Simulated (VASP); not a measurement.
Given:

```xyz
2
Lattice="-3.7052 3.7052 2.0171 3.7052 -3.7052 2.0171 3.7052 3.7052 -2.0171" Properties=species:S:1:pos:R:3 pbc="T T T"
Sr     0.0000     3.7052     1.0085
Sr     0.0000     0.0000     0.0000
```

These are r2SCAN meta-GGA, VASP's PBE PAW potentials (set 64) (plane waves; VASP) values and carry that method's errors. Numerical set-up: 400 eV cut-off, 9×9×9 Γ-centred mesh, first-order Methfessel-Paxton smearing of 0.10 eV, potentials Sr_sv.

Task: Estimate the energy per atom (σ→0), band gap (on the k-mesh) with the smallest direct gap where there is one.

Result: 
The band gap (on the k-mesh) is none (metal, semimetal or under 0.01 eV) and the energy per atom (σ→0) comes out as -14.849 eV/atom.

Total energies compare only between runs with the same potentials, cut-off and functional.

The structure was generated: Sr was put into the beta-Sn type (I4_1/amd), which need not be its known phase. It was relaxed first, which changed the volume by -6 %. The start is the result of an earlier pass.
